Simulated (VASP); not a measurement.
# Mg2NCl (R-3m) in VASP: further runs

One crystal, Mg2NCl, is run at these levels: PBE; tasks: single point.

Everything below comes from runs of VASP 6.6.1. Logs are shortened: lines on timing, memory, paths and dates and some standing lists are left out, and cuts for length are marked.

### 1 The crystal as given

Symmetry: R-3m, No. 166, trigonal system. Conventional cell: a = 3.506 Å, b = 3.506 Å, c = 16.160 Å, α = 90.00°, β = 90.00°, γ = 120.00°. Around Mg (site symmetry 3m) lie 3 N at 2.22 Å. Around N (site symmetry -3m) lie 6 Mg at 2.22 Å. Cl (site symmetry -3m) has 6 Mg at 2.70 Å as nearest neighbours.

The cell comes from a database or a generator and needn't be the stable form of this composition.

### 2 Single point, PBE

INCAR

```
ALGO = Fast
EDIFF = 1E-6
ENCUT = 520
GGA = PE
ISIF = 2
ISMEAR = 0
LASPH = T
LCHARG = F
LREAL = F
LWAVE = F
NBANDS = 16
NELM = 100
PREC = Accurate
SIGMA = 0.05
```

KPOINTS

```
k-points
0
Gamma
  12 12 12
```

POSCAR

```
Mg2NCl
1.0
    1.7531112634      1.0121592598      5.3865739921
   -1.7531112634      1.0121592598      5.3865739921
    0.0000000000     -2.0243185197      5.3865739921
Mg N Cl
2 1 1
Direct
    0.2228150000      0.2228150000      0.2228150000
    0.7771850000      0.7771850000      0.7771850000
    0.5000000000      0.5000000000      0.5000000000
    0.0000000000      0.0000000000      0.0000000000
```

Potentials or basis: VASP PAW PBE potentials, release 64 (Mg, N, Cl).

On the command line:

```console
$ cat potpaw_PBE.64/Mg/POTCAR potpaw_PBE.64/N/POTCAR potpaw_PBE.64/Cl/POTCAR > POTCAR
$ mpirun -np 1 vasp_std > vasp.out
```

OUTCAR:

```text
EDIFF = 1E-6
   ENCUT = 520
   GGA = PE
   ISIF = 2
   ISMEAR = 0
   LASPH = T
   LREAL = F
   NELM = 100
   PREC = Accurate

 ion  position               nearest neighbor table
   1  0.223  0.223  0.223-   3 2.22   3 2.22   3 2.22   4 2.70   4 2.70   4 2.70   2 2.72   2 2.72
                             2 2.72
   2  0.777  0.777  0.777-   3 2.22   3 2.22   3 2.22   4 2.70   4 2.70   4 2.70   1 2.72   1 2.72
                             1 2.72
   3  0.500  0.500  0.500-   1 2.22   2 2.22   1 2.22   1 2.22   2 2.22   2 2.22
   4  0.000  0.000  0.000-   2 2.70   2 2.70   1 2.70   1 2.70   2 2.70   1 2.70

  LATTYP: Found a trigonal (rhomboedric) cell.
 ALAT       =     5.7543935251
 COS(alpha) =     0.8143692846

  Lattice vectors:

 A1 = (   1.7531112634,   1.0121592598,   5.3865739921)
 A2 = (  -1.7531112634,   1.0121592598,   5.3865739921)
 A3 = (   0.0000000000,  -2.0243185197,   5.3865739921)

Analysis of symmetry for initial positions (statically):
=====================================================================
 Subroutine PRICEL returns:
 Original cell was already a primitive cell.

 Routine SETGRP: Setting up the symmetry group for a
 trigonal (rhombohedral) supercell.

 Subroutine GETGRP returns: Found 12 space group operations
 (whereof 12 operations were pure point group operations)
 out of a pool of 12 trial point group operations.

The static configuration has the point symmetry D_3d.

Analysis of symmetry for dynamics (positions and initial velocities):
=====================================================================
 Subroutine PRICEL returns:
 Original cell was already a primitive cell.

 Routine SETGRP: Setting up the symmetry group for a
 trigonal (rhombohedral) supercell.

 Subroutine GETGRP returns: Found 12 space group operations
 (whereof 12 operations were pure point group operations)
 out of a pool of 12 trial point group operations.

The dynamic configuration has the point symmetry D_3d.

 Subroutine INISYM returns: Found 12 space group operations
 (whereof 12 operations are pure point group operations),
 and found     1 'primitive' translations

----------------------------------------------------------------------------------------

                                     Primitive cell

  volume of cell :      57.3485

  direct lattice vectors                    reciprocal lattice vectors
     1.753111263  1.012159260  5.386573992     0.285207226  0.164664469  0.061882253
    -1.753111263  1.012159260  5.386573992    -0.285207226  0.164664469  0.061882253
     0.000000000 -2.024318520  5.386573992     0.000000000 -0.329328937  0.061882253

  length of vectors
     5.754393525  5.754393525  5.754393525     0.335092468  0.335092468  0.335092468

  position of ions in fractional coordinates (direct lattice)
     0.222815000  0.222815000  0.222815000
     0.777185000  0.777185000  0.777185000
     0.500000000  0.500000000  0.500000000
     0.000000000  0.000000000  0.000000000

  ion indices of the primitive-cell ions
   primitive index   ion index
                 1           1
                 2           2
                 3           3
                 4           4

----------------------------------------------------------------------------------------

 KPOINTS: k-points

Automatic generation of k-mesh.
 Grid dimensions read from file:
 generate k-points for:   12   12   12

 Generating k-lattice:

  Cartesian coordinates                     Fractional coordinates (reciprocal lattice)
     0.023767269  0.013722039  0.005156854     0.083333333  0.000000000  0.000000000
    -0.023767269  0.013722039  0.005156854     0.000000000  0.083333333  0.000000000
     0.000000000 -0.027444078  0.005156854     0.000000000  0.000000000  0.083333333

  Length of vectors
     0.027924372  0.027924372  0.027924372

  Shift w.r.t. Gamma in fractional coordinates (k-lattice)
     0.000000000  0.000000000  0.000000000

 Subroutine IBZKPT returns following result:
 ===========================================

 Found    189 irreducible k-points:

 Following reciprocal coordinates:
            Coordinates               Weight
  0.000000  0.000000  0.000000      1.000000
  0.083333  0.000000 -0.000000      6.000000
  0.166667  0.000000  0.000000      6.000000
  0.250000 -0.000000 -0.000000      6.000000
  0.333333 -0.000000 -0.000000      6.000000
  0.416667  0.000000  0.000000      6.000000
[... 16 lines left out ...]
  0.500000  0.166667  0.000000     12.000000
 -0.416667  0.166667  0.000000     12.000000
 [... further k-points ...]
   k-points           NKPTS =    189   k-points in BZ     NKDIM =    189   number of bands    NBANDS=     16
   number of dos      NEDOS =    301   number of ions     NIONS =      4
   total plane-waves  NPLWV = 110592
   dimension x,y,z NGX =    48 NGY =   48 NGZ =   48
   dimension x,y,z NGXF=    96 NGYF=   96 NGZF=   96
   ions per type =               2   1   1
   NGX,Y,Z   is equivalent  to a cutoff of  13.87, 13.87, 13.87 a.u.
   NGXF,Y,Z  is equivalent  to a cutoff of  27.73, 27.73, 27.73 a.u.
 SYSTEM =  unknown system
   PREC   = accura    normal or accurate (medium, high low for compatibility)
   ISTART =      0    job   : 0-new  1-cont  2-samecut
   ICHARG =      2    charge: 1-file 2-atom 10-const
   ISPIN  =      1    spin polarized calculation?
   LNONCOLLINEAR =      F non collinear calculations
   LSORBIT =      F    spin-orbit coupling
   LASPH  =      T    aspherical Exc in radial PAW
   ENCUT  =  520.0 eV  38.22 Ry    6.18 a.u.  10.70 10.70 10.70*2*pi/ulx,y,z
   NELM   =    100;   NELMIN=  2; NELMDL= -5     # of ELM steps
   EDIFF  = 0.1E-05   stopping-criterion for ELM
   LREAL  =      F    real-space projection
   EDIFFG = 0.1E-04   stopping-criterion for IOM
   NSW    =      0    number of steps for IOM
   IBRION =     -1    ionic relax: 0-MD 1-quasi-New 2-CG
   NFREE  =      0    steps in history (QN), initial steepest desc. (CG)
   ISIF   =      2    stress and relaxation
   ISYM   =      2    0-nonsym 1-usesym 2-fastsym
   POTIM  = 0.5000    time-step for ionic-motion
   TEBEG  =    0.0;   TEEND  =   0.0 temperature during run
   PSTRESS=    0.0 pullay stress
   NELECT =      16.0000    total number of electrons
   NUPDOWN=      -1.0000    fix difference up-down
   EMIN   =  10.00;   EMAX   =-10.00  energy-range for DOS
   EFERMI =   0.00;   METHOD = LEGACY
   ISMEAR =     0;   SIGMA  =   0.05  broadening in eV -4-tet -1-fermi 0-gaus
   EFERMI_NEDOS =   21; number of points for ismear=-14 and -15
   IALGO  =     68    algorithm
   IMIX   =      4    mixing-type and parameters
     AMIX     =   0.40;   BMIX     =  1.00
     AMIX_MAG =   1.60;   BMIX_MAG =  1.00
  volume/ion in A,a.u.               =      14.34        96.75
  Fermi-wavevector in a.u.,A,eV,Ry     =   1.069730  2.021496 15.569443  1.144322
  Thomas-Fermi vector in A             =   2.205418
   LORBIT       =      0    0 simple, 1 ext, 2 COOP (PROOUT), +10 PAW based schemes
   GGA     = PE    functional components
   LHFCALC =     F    Hartree Fock is set to
   AEXX    =    0.0000 exact exchange contribution
   IVDW    =     0    specifies the selected vdW correction
   LEPSILON=     F    determine dielectric tensor
   LRPA    =     F    only Hartree local field effects (RPA)
 non-spin polarized calculation
 RMM-DIIS sequential band-by-band and
 Gauss-broadening in eV      SIGMA  =   0.05
  energy-cutoff  :      520.00
  volume of cell :       57.35
 maximum number of plane-waves:      1569
 NGX is ok and might be reduce to    48

 number of electron      16.0000000 magnetization

 Free energy of the ion-electron system (eV)
  ---------------------------------------------------
  ext. energy  EPLUGINS =         0.00000000
  ---------------------------------------------------
  free energy    TOTEN  =       -17.36373766 eV

  energy without entropy =      -17.36373766  energy(sigma->0) =      -17.36373766

 E-fermi :   4.2863     XC(G=0):  -9.9387

 val. band max:        3.9986710745   @ k =   0.0000   0.0000   0.0000
 cond. band min:       6.3716402084   @ k =   0.0000   0.0000   0.0000
 fundamental gap:      2.3729691339
 Fermi energy:         4.2863467960

 k-point     1 :       0.0000    0.0000    0.0000
  band No.  band energies     occupation
      1     -12.5024      2.00000
      2      -8.2423      2.00000
      3      -1.9079      2.00000
      4       0.9258      2.00000
      5       0.9258      2.00000
      6       3.7980      2.00000
[... 8 lines left out ...]
     15      13.3191      0.00000
     16      15.0185      0.00000

 k-point     2 :       0.0833    0.0000   -0.0000
  band No.  band energies     occupation
      1     -12.4632      2.00000
      2      -8.2070      2.00000
      3      -1.8385      2.00000
      4       0.6683      2.00000
      5       0.8789      2.00000
      6       3.3812      2.00000
[... 8 lines left out ...]
     15      13.5438      0.00000
     16      15.0557      0.00000

 k-point     3 :       0.1667    0.0000    0.0000
  band No.  band energies     occupation
      1     -12.3533      2.00000
      2      -8.1075      2.00000
      3      -1.6413      2.00000
      4       0.0458      2.00000
      5       0.7551      2.00000
      6       2.5578      2.00000
[... 8 lines left out ...]
     15      13.6668      0.00000
     16      15.0854      0.00000

 k-point     4 :       0.2500   -0.0000   -0.0000
  band No.  band energies     occupation
      1     -12.1956      2.00000
      2      -7.9633      2.00000
      3      -1.3521      2.00000
      4      -0.6775      2.00000
      5       0.5952      2.00000
      6       1.7120      2.00000
[... 8 lines left out ...]
     15      14.3330      0.00000
     16      14.3898      0.00000
[... 324 lines left out ...]
 k-point    22 :       0.4167    0.1667   -0.0000
  band No.  band energies     occupation
      1     -11.9630      2.00000
      2      -7.7515      2.00000
      3      -1.3826      2.00000
      4      -0.9593      2.00000
      5      -0.0953      2.00000
      6       1.2711      2.00000
[... 8 lines left out ...]
     15      14.6031      0.00000
     16      15.7248      0.00000

 k-point    23 :       0.5000    0.1667    0.0000
  band No.  band energies     occupation
      1     -11.8516      2.00000
      2      -7.6332      2.00000
      3      -1.6656      2.00000
      4      -0.8109      2.00000
      5      -0.3245      2.00000
      6       0.9369      2.00000
[... 8 lines left out ...]
     15      14.6561      0.00000
     16      15.8361      0.00000

 k-point    24 :      -0.4167    0.1667    0.0000
  band No.  band energies     occupation
      1     -11.8108      2.00000
      2      -7.5848      2.00000
      3      -1.7598      2.00000
      4      -0.7361      2.00000
      5      -0.3893      2.00000
      6       0.7346      2.00000
[... 8 lines left out ...]
     15      14.8319      0.00000
     16      15.6092      0.00000

 [... further k-points ...]

------------------------ aborting loop because EDIFF is reached ----------------------------------------

  FORCE on cell =-STRESS in cart. coord.  units (eV):
  Direction    XX          YY          ZZ          XY          YZ          ZX
  --------------------------------------------------------------------------------------
  -------------------------------------------------------------------------------------
  Total       -3.0577482     -3.0577482      4.4889518      0.0000000     -0.0000000     -0.0000000
  in kB      -85.4260025    -85.4260025    125.4103299      0.0000000     -0.0000000     -0.0000000
  external PRESSURE =     -15.1472250 kB  Pullay stress =       0.0000000 kB

 VOLUME and BASIS-vectors are now :
 -----------------------------------------------------------------------------
  energy-cutoff  :      520.00
  volume of cell :       57.35
      direct lattice vectors                 reciprocal lattice vectors
     1.753111263  1.012159260  5.386573992     0.285207226  0.164664469  0.061882253
    -1.753111263  1.012159260  5.386573992    -0.285207226  0.164664469  0.061882253
     0.000000000 -2.024318520  5.386573992     0.000000000 -0.329328937  0.061882253

 POSITION                                       TOTAL-FORCE (eV/Angst)
 -----------------------------------------------------------------------------------
      0.00000     -0.00000      3.60063         0.000000     -0.000000      0.361780
      0.00000     -0.00000     12.55909         0.000000      0.000000     -0.361780
      0.00000     -0.00000      8.07986        -0.000000      0.000000     -0.000000
      0.00000      0.00000      0.00000         0.000000      0.000000      0.000000
 -----------------------------------------------------------------------------------
    total drift:                                0.000000     -0.000000     -0.000000

  FREE ENERGIE OF THE ION-ELECTRON SYSTEM (eV)
  ---------------------------------------------------
  free  energy   TOTEN  =       -17.3637376606 eV

  energy  without entropy=      -17.3637376606  energy(sigma->0) =      -17.36373766
```

Run time: 4.3 min. Hardware: 1 thread of AMD EPYC 9R45 (Zen 5), shared host; peak memory 0.42 GiB.

What came out:

```
Free energy            : -17.3637 eV
Pressure               : -1.5 GPa
Largest force          : 0.362 eV/Å
Band gap on the k mesh : 2.37 eV, direct
```

Forces on the atoms (eV/Å):
```
Mg   0.000  0.000  0.362
Mg   0.000  0.000 -0.362
N    0.000  0.000  0.000
Cl   0.000  0.000  0.000
```

Stress tensor (GPa, compression positive):
```
-8.54  0.00  0.00
 0.00 -8.54  0.00
 0.00  0.00 12.54
```

Levels at points of the mesh, in eV from the valence-band top:
| k point | band 6 | band 7 | band 8 | band 9 | band 10 | band 11 |
| --- | --- | --- | --- | --- | --- | --- |
| (0.00, 0.00, 0.00) | -0.20 | -0.20 | 0.00 | 2.37 | 4.31 | 8.04 |
| (0.50, 0.00, 0.00) | -3.66 | -0.97 | -0.95 | 4.34 | 5.63 | 7.24 |
| (0.50, 0.50, 0.00) | -2.36 | -0.78 | -0.06 | 3.35 | 4.28 | 5.43 |
| (0.50, 0.50, 0.50) | -1.72 | -0.27 | -0.27 | 4.19 | 4.51 | 7.66 |

### 3 Single point, PBE

This run uses another cell than the first one, of the same volume but with other edges.

INCAR

```
SYSTEM = Mg2NCl
PREC     = Accurate       ! precision mode
ENCUT    = 520            ! plane-wave cutoff, eV
EDIFF    = 1E-7           ! SCF threshold, eV
ISMEAR   = 0              ! smearing method
SIGMA    = 0.05           ! smearing width, eV
LREAL    = .False.        ! projectors in reciprocal space
LASPH    = .True.         ! aspherical terms in the spheres
NELM     = 100            ! most SCF steps
ALGO     = Fast           ! electronic algorithm
ISIF     = 2              ! what is computed and relaxed
LWAVE    = .False.        ! write WAVECAR
LCHARG   = .False.        ! write CHGCAR
GGA      = PE             ! functional
NBANDS   = 16             ! bands
```

KPOINTS

```
regular mesh
0
Gamma
  12 12 12
  0 0 0
```

POSCAR

```
Mg2NCl
1.0
    1.6087364188      0.9288044044      6.3967857185
   -1.6087364188      0.9288044044      6.3967857185
    0.0000000000     -1.8576088089      6.3967857185
Mg N Cl
2 1 1
Direct
    0.2228150000      0.2228150000      0.2228150000
    0.7771850000      0.7771850000      0.7771850000
    0.5000000000      0.5000000000      0.5000000000
    0.0000000000      0.0000000000      0.0000000000
```

Potentials or basis: VASP PAW PBE potentials, release 64 (Mg, N, Cl).

On the command line:

```console
$ cat potpaw_PBE.64/Mg/POTCAR potpaw_PBE.64/N/POTCAR potpaw_PBE.64/Cl/POTCAR > POTCAR
$ mpirun -np 1 vasp_std > vasp.out
```

It took 5.7 min on 1 thread of AMD EPYC 9R45 (Zen 5), shared host; peak memory 0.44 GiB.

The run converged. Its results:

* Free energy: -17.6224 eV
* Pressure: 0.8 GPa
* Largest force: 0.448 eV/Å
* Band gap on the k mesh: 1.42 eV, direct

Forces on the atoms (eV/Å):
```
Mg   0.000  0.000 -0.448
Mg   0.000  0.000  0.448
N    0.000  0.000  0.000
Cl   0.000  0.000  0.000
```

Stress tensor (GPa, compression positive):
```
  6.37   0.00   0.00
  0.00   6.37   0.00
  0.00   0.00 -10.21
```

Levels at points of the mesh, in eV from the valence-band top:
| k point | band 6 | band 7 | band 8 | band 9 | band 10 | band 11 |
| --- | --- | --- | --- | --- | --- | --- |
| (0.00, 0.00, 0.00) | -1.89 | 0.00 | 0.00 | 1.42 | 5.86 | 7.30 |
| (0.50, 0.00, 0.00) | -2.98 | -1.95 | -0.82 | 3.95 | 5.31 | 5.68 |
| (0.50, 0.50, 0.00) | -2.99 | -1.42 | -0.79 | 2.70 | 3.41 | 5.64 |
| (0.50, 0.50, 0.50) | -2.06 | -0.01 | -0.01 | 4.13 | 4.34 | 7.00 |

A k mesh can miss the band edges. As with any semilocal functional, this PBE gap is likely too small.
